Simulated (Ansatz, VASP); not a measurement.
# ZnS (Wurtzite-2H) in two plane-wave programs

One calculation is typed for both programs; each brings its own data sets. How far apart do they land? The cell is taken from a series of runs on this material, whose earlier steps may have relaxed, scaled, displaced or heated it; both programs get it as it stands.

Calculated with Ansatz 0.2.0; plane waves, with VASP 6.6.1 beside it; zone-centre phonons at LDA.

### 1. The starting structure

The structure is hexagonal, space group P6_3mc (No. 186). Conventional cell: a = 3.663 Å, b = 3.663 Å, c = 6.221 Å, α = 90.00°, β = 90.00°, γ = 120.00°. S has 4 Zn at 2.27 to 2.28 Å nearest. Zn has 4 S at 2.27 to 2.28 Å nearest. Farther neighbours and most contacts between anions are not listed.

Coordinates:

```xyz
4
Lattice="3.6634 0.0000 0.0000 -1.8317 3.1726 0.0000 0.0000 0.0000 6.2211" Properties=species:S:1:pos:R:3 pbc="T T T"
S     0.0000    2.1151    2.3398
S     1.8317    1.0575    5.4504
Zn    0.0000    2.1151    0.0553
Zn    1.8317    1.0575    3.1658
```

### 2. VASP: zone-centre phonons, LDA

Second derivatives magnify differences that forces hide, and they need a tight electronic threshold.

Lines of VASP's logs that name or quote its potential files are left out, and so is its time.

The input, INCAR:

```
SYSTEM = ZnS
PREC = Accurate
ENCUT = 500
EDIFF = 1E-08
NELM = 120
ISMEAR = 0
SIGMA = 0.01
LREAL = .FALSE.
ALGO = Normal
GGA = CA
NBANDS = 24
LORBIT = 11
LWAVE = .FALSE.
LCHARG = .FALSE.
ISIF = 2
IBRION = 8
LEPSILON = .TRUE.
LASPH = .TRUE.
GGA_COMPAT = .FALSE.
EFERMI = MIDGAP
KPAR = 2
```

The input, POSCAR:

```
ZnS
1.0
    3.6633947510      0.0000000000      0.0000000000
   -1.8316973755      3.1725929185      0.0000000000
    0.0000000000      0.0000000000      6.2210722441
S Zn
2 2
Direct
    0.3333333333      0.6666666667      0.3761148053
    0.6666666667      0.3333333333      0.8761148053
    0.3333333333      0.6666666667      0.0088851947
    0.6666666667      0.3333333333      0.5088851947
```

The input, KPOINTS:

```
Automatic mesh
0
Gamma
12 12 8
0 0 0
```

The projector-augmented-wave data sets are S and Zn (LDA family, release 64).

Command:

```bash
$ mpirun -np 2 vasp_std
```

Numbers of over 12 decimals in the logs are rounded to 6 here.

What it wrote:

```text
[banner, memory and clock lines left out]
running    2 mpi-ranks, on    1 nodes
 distrk:  each k-point on    1 cores,    2 groups
 distr:  one band on    1 cores,    1 groups

 POSCAR found type information on POSCAR S Zn
 POSCAR found :  2 types and       4 ions
 LDA part: xc-table for (Slater(with rela. corr.)+CA(PZ))
 , standard interpolation
 POSCAR, INCAR and KPOINTS ok, starting setup
 FFT: planning ... GRIDC
 FFT: planning ... GRID_SOFT
 FFT: planning ... GRID
 WAVECAR not read
 entering main loop
       N       E                     dE             d eps       ncg     rms          rms(c)
DAV:   1     0.232827713524E+03    0.23283E+03   -0.17156E+04  4560   0.182E+03
DAV:   2     0.379398874232E+01   -0.22903E+03   -0.22158E+03  4824   0.365E+02
DAV:   3    -0.168405387922E+02   -0.20635E+02   -0.20529E+02  5744   0.112E+02
DAV:   4    -0.172565299004E+02   -0.41599E+00   -0.41571E+00  5352   0.164E+01
DAV:   5    -0.172643125888E+02   -0.77827E-02   -0.77821E-02  5800   0.215E+00    0.115E+01
DAV:   6    -0.163943376917E+02    0.86997E+00   -0.19339E+00  6496   0.434E+01    0.856E+00
DAV:   7    -0.163926321004E+02    0.17056E-02   -0.17868E+00  4952   0.809E+00    0.335E+00
DAV:   8    -0.163681035843E+02    0.24529E-01   -0.68229E-02  6280   0.229E+00    0.102E+00
DAV:   9    -0.163662591035E+02    0.18445E-02   -0.20806E-02  6344   0.174E+00    0.296E-01
DAV:  10    -0.163662916909E+02   -0.32587E-04   -0.62192E-04  5608   0.352E-01    0.166E-01
DAV:  11    -0.163663115066E+02   -0.19816E-04   -0.76428E-05  5728   0.834E-02    0.719E-02
DAV:  12    -0.163663091951E+02    0.23115E-05   -0.85925E-06  5752   0.236E-02    0.935E-03
DAV:  13    -0.163663092342E+02   -0.39145E-07   -0.38048E-07  5680   0.430E-03    0.491E-03
DAV:  14    -0.163663093249E+02   -0.90650E-07   -0.21132E-07  5600   0.220E-03    0.215E-03
DAV:  15    -0.163663093175E+02    0.73869E-08   -0.76368E-08  6208   0.410E-03
   1 F= -.16366309E+02 E0= -.16366309E+02  d E =0.000000E+00
 Linear response reoptimize wavefunctions to high precision
DAV:   1    -0.163663093176E+02   -0.12142E-09   -0.12642E-08  5496   0.137E-03
DAV:   2    -0.163663093177E+02   -0.37744E-10   -0.73548E-10  2888   0.198E-04
 Linear response G [H, r] |phi>, progress :
  Direction:   1
       N       E                     dE             d eps       ncg     rms
RMM:   1    -0.810877011252E+02   -0.81088E+02    0.49913E+02  8763   0.966E+01
RMM:   2    -0.899013340448E+02   -0.88136E+01   -0.30864E+01  7410   0.368E+01
RMM:   3    -0.904828845643E+02   -0.58155E+00   -0.23427E+00  8132   0.987E+00
RMM:   4    -0.905087921591E+02   -0.25908E-01   -0.12204E-01  8262   0.207E+00
RMM:   5    -0.905101777060E+02   -0.13855E-02   -0.16805E-02  8359   0.551E-01
RMM:   6    -0.905102877807E+02   -0.11007E-03   -0.39089E-03  8449   0.163E-01
RMM:   7    -0.905102722267E+02    0.15554E-04   -0.17850E-03  8578   0.543E-02
RMM:   8    -0.905102148382E+02    0.57389E-04   -0.80526E-04  8664   0.200E-02
RMM:   9    -0.905101750928E+02    0.39745E-04   -0.35855E-04  8568   0.847E-03
RMM:  10    -0.905101580537E+02    0.17039E-04   -0.22160E-04  6969   0.386E-03
RMM:  11    -0.905101504155E+02    0.76382E-05   -0.12198E-04  6049   0.210E-03
RMM:  12    -0.905101473093E+02    0.31063E-05   -0.20071E-04  5506   0.154E-03
RMM:  13    -0.905101460494E+02    0.12599E-05   -0.87133E-05  5255   0.129E-03
RMM:  14    -0.905101452164E+02    0.83293E-06   -0.17214E-04  5098   0.121E-03
RMM:  15    -0.905101452686E+02   -0.52135E-07   -0.65232E-05  5002   0.116E-03
RMM:  16    -0.905101450636E+02    0.20494E-06   -0.18591E-04  4805   0.115E-03
RMM:  17    -0.905101452377E+02   -0.17403E-06   -0.49222E-05  4717   0.113E-03
 Linear response G [H, r] |phi>, progress :
  Direction:   2
       N       E                     dE             d eps       ncg     rms
RMM:   1    -0.961225372782E+02   -0.96123E+02    0.30690E+02  8800   0.930E+01
RMM:   2    -0.101689927147E+03   -0.55674E+01   -0.24577E+01  7332   0.351E+01
RMM:   3    -0.102268247181E+03   -0.57832E+00   -0.18671E+00  8136   0.908E+00
RMM:   4    -0.102298516070E+03   -0.30269E-01   -0.92950E-02  8177   0.197E+00
RMM:   5    -0.102300458766E+03   -0.19427E-02   -0.16197E-02  8320   0.560E-01
RMM:   6    -0.102300512637E+03   -0.53871E-04   -0.28760E-03  8374   0.177E-01
RMM:   7    -0.102300573004E+03   -0.60366E-04   -0.16434E-03  8532   0.623E-02
RMM:   8    -0.102300496715E+03    0.76289E-04   -0.39566E-04  8612   0.240E-02
RMM:   9    -0.102300488372E+03    0.83431E-05   -0.20780E-04  8501   0.940E-03
RMM:  10    -0.102300476978E+03    0.11394E-04   -0.65434E-05  6890   0.431E-03
RMM:  11    -0.102300472236E+03    0.47427E-05   -0.47682E-06  6100   0.224E-03
RMM:  12    -0.102300469737E+03    0.24985E-05   -0.66500E-06  5568   0.164E-03
RMM:  13    -0.102300468914E+03    0.82261E-06    0.11723E-05  5235   0.132E-03
RMM:  14    -0.102300468724E+03    0.19074E-06    0.82517E-06  5027   0.125E-03
[...]
RMM:  11    -0.104694843072E+01   -0.47422E-05   -0.15071E-07 26894   0.772E-04    0.173E-04
RMM:  12    -0.104694806183E+01    0.36889E-06   -0.85978E-08 22849   0.325E-04    0.242E-05
RMM:  13    -0.104694776353E+01    0.29830E-06   -0.25124E-07 15633   0.153E-04    0.626E-06
 change of polarisation eV/A/(eV/A) component  1 :     1.992    -0.098     0.000
[...]
dielectric tensor                  component  3 :    -0.576    -0.488     6.287
 Linear response DOF=           4
 Linear response progress:
  Degree of freedom:   1/  4
       N       E                     dE             d eps       ncg     rms          rms(c)
RMM:   1    -0.106282412852E+00   -0.10628E+00    0.46974E-02 70147   0.203E+00
RMM:   2    -0.103059759683E+00    0.32227E-02   -0.65789E-03 42885   0.677E-01    0.178E-01
RMM:   3    -0.103486321592E+00   -0.42656E-03   -0.59210E-04 48589   0.163E-01    0.857E-02
RMM:   4    -0.103845025249E+00   -0.35870E-03   -0.86361E-05 47595   0.540E-02    0.212E-02
RMM:   5    -0.103902460670E+00   -0.57435E-04   -0.93268E-06 50099   0.144E-02    0.100E-02
RMM:   6    -0.103876535789E+00    0.25925E-04   -0.14632E-06 49967   0.505E-03    0.357E-03
RMM:   7    -0.103885484981E+00   -0.89492E-05   -0.75515E-08 47999   0.187E-03    0.881E-04
RMM:   8    -0.103884439985E+00    0.10450E-05   -0.13574E-08 50785   0.601E-04    0.626E-05
RMM:   9    -0.103883710351E+00    0.72963E-06   -0.43723E-08 49741   0.199E-04    0.528E-05
RMM:  10    -0.103883685570E+00    0.24781E-07   -0.28080E-09 51287   0.734E-05    0.108E-05
RMM:  11    -0.103883798204E+00   -0.11263E-06    0.24882E-09 48143   0.366E-05    0.297E-06
RMM:  12    -0.103883770142E+00    0.28062E-07    0.21881E-09 48246   0.205E-05    0.599E-07
RMM:  13    -0.103883769047E+00    0.10956E-08    0.85972E-09 36571   0.132E-05    0.553E-07
 first order change of Fermi-energy  -0.62681E-01
 force on displaced ion       1 direction 1 :  -8.082   0.000   0.000
 Born effective charge ion    1 direction 1 :  -1.785  -0.000  -0.000
 Linear response progress:
  Degree of freedom:   2/  4
       N       E                     dE             d eps       ncg     rms          rms(c)
RMM:   1    -0.129850562224E+00   -0.12985E+00    0.56547E-02 16363   0.208E+00
RMM:   2    -0.124339226883E+00    0.55113E-02   -0.84165E-03  9380   0.808E-01    0.218E-01
RMM:   3    -0.124567786043E+00   -0.22856E-03   -0.11489E-03 10956   0.209E-01    0.107E-01
RMM:   4    -0.124779013789E+00   -0.21123E-03   -0.11071E-04  9928   0.692E-02    0.357E-02
RMM:   5    -0.124804370968E+00   -0.25357E-04   -0.26759E-05 10780   0.267E-02    0.944E-03
RMM:   6    -0.124791329192E+00    0.13042E-04   -0.66946E-06 11099   0.723E-03    0.505E-03
RMM:   7    -0.124792569635E+00   -0.12404E-05   -0.79442E-07 11398   0.192E-03    0.179E-03
RMM:   8    -0.124794786909E+00   -0.22173E-05   -0.59766E-07 10158   0.138E-03    0.254E-04
RMM:   9    -0.124795083908E+00   -0.29700E-06   -0.30288E-07 11523   0.368E-04    0.113E-04
RMM:  10    -0.124795066825E+00    0.17083E-07   -0.35268E-07 11488   0.127E-04    0.368E-05
RMM:  11    -0.124795049660E+00    0.17165E-07   -0.34952E-07 10455   0.541E-05    0.179E-05
RMM:  12    -0.124794999966E+00    0.49694E-07   -0.38427E-07 11558   0.268E-05    0.419E-06
RMM:  13    -0.124795019868E+00   -0.19902E-07   -0.40363E-07 10758   0.149E-05    0.266E-06
RMM:  14    -0.124795023389E+00   -0.35213E-08   -0.36144E-07  9010   0.115E-05    0.607E-07
RMM:  15    -0.124795024146E+00   -0.75723E-09   -0.37131E-07  7440   0.101E-05    0.233E-07
RMM:  16    -0.124795023410E+00    0.73633E-09   -0.36405E-07  6497   0.978E-06    0.125E-07
RMM:  17    -0.124795023470E+00   -0.60325E-10   -0.36380E-07  6356   0.969E-06    0.308E-08
 first order change of Fermi-energy  -0.51082E-01
 force on displaced ion       1 direction 3 :  -0.000   0.000 -11.074
 Born effective charge ion    1 direction 3 :   0.000   0.000  -1.954
 Linear response progress:
  Degree of freedom:   3/  4
       N       E                     dE             d eps       ncg     rms          rms(c)
RMM:   1    -0.212854283420E+00   -0.21285E+00    0.60362E-03 41992   0.196E+00
RMM:   2    -0.210400072979E+00    0.24542E-02   -0.39198E-03 43322   0.470E-01    0.136E-01
RMM:   3    -0.210246427952E+00    0.15365E-03   -0.14944E-04 50066   0.754E-02    0.793E-02
RMM:   4    -0.210031520291E+00    0.21491E-03   -0.23243E-05 49866   0.271E-02    0.490E-03
RMM:   5    -0.210028295184E+00    0.32251E-05   -0.36094E-06 51341   0.526E-03    0.177E-03
RMM:   6    -0.210031971425E+00   -0.36762E-05   -0.38777E-07 51409   0.209E-03    0.301E-04
RMM:   7    -0.210032437200E+00   -0.46577E-06   -0.44350E-07 51692   0.626E-04    0.178E-04
RMM:   8    -0.210032680700E+00   -0.24350E-06   -0.25205E-07 51050   0.267E-04    0.360E-05
RMM:   9    -0.210032491830E+00    0.18887E-06   -0.10665E-07 51847   0.847E-05    0.208E-05
RMM:  10    -0.210032379099E+00    0.11273E-06   -0.30988E-08 50493   0.420E-05    0.227E-06
RMM:  11    -0.210032367180E+00    0.11919E-07   -0.12104E-08 50631   0.199E-05    0.102E-06
RMM:  12    -0.210032370227E+00   -0.30468E-08   -0.44055E-09 40204   0.128E-05    0.355E-07
 first order change of Fermi-energy  -0.12633E+00
 force on displaced ion       3 direction 1 :  -7.379   0.000  -0.000
 Born effective charge ion    3 direction 1 :   1.785  -0.000  -0.000
 Linear response progress:
  Degree of freedom:   4/  4
       N       E                     dE             d eps       ncg     rms          rms(c)
RMM:   1    -0.220892043304E+00   -0.22089E+00    0.25309E-03  9488   0.197E+00
RMM:   2    -0.217434542863E+00    0.34575E-02   -0.44590E-03  9823   0.503E-01    0.166E-01
RMM:   3    -0.217156044635E+00    0.27850E-03   -0.20228E-04 11228   0.951E-02    0.869E-02
RMM:   4    -0.216892147879E+00    0.26390E-03   -0.99117E-05 11031   0.482E-02    0.220E-02
RMM:   5    -0.216840384458E+00    0.51763E-04   -0.22209E-05 11527   0.176E-02    0.699E-03
RMM:   6    -0.216845805919E+00   -0.54215E-05   -0.43489E-06 10654   0.545E-03    0.418E-03
RMM:   7    -0.216853263522E+00   -0.74576E-05   -0.17192E-06 11043   0.308E-03    0.959E-04
RMM:   8    -0.216854648872E+00   -0.13853E-05   -0.14660E-06 11296   0.939E-04    0.242E-04
RMM:   9    -0.216854167380E+00    0.48149E-06   -0.80215E-07 11668   0.312E-04    0.691E-05
RMM:  10    -0.216853931638E+00    0.23574E-06   -0.30952E-07 11697   0.138E-04    0.300E-05
RMM:  11    -0.216853896751E+00    0.34887E-07   -0.16085E-07 11711   0.509E-05    0.904E-06
RMM:  12    -0.216853918196E+00   -0.21445E-07   -0.46542E-08 11728   0.271E-05    0.765E-06
RMM:  13    -0.216853916260E+00    0.19367E-08   -0.44912E-09 10503   0.164E-05    0.153E-06
 first order change of Fermi-energy   0.51024E-01
 force on displaced ion       3 direction 3 :  -0.000   0.000  -9.205
 Born effective charge ion    3 direction 3 :   0.000   0.000   1.954
 Born effective charges drift removed
 Linear response finished
```

[end of part 1 of 3]

[Lines on the potential files, build, host, timing and source positions are cut from VASP's logs without a mark.]

[Logs are printed without paths, hosts, clocks, repeated set-up lines and the standing remarks that a program may print on its own settings, such as how far it seeks lower states.]

[Hosts, paths, dates, database ids (printed as entryN), source tags and the programs' standing remarks are cut or masked in the printed files.]
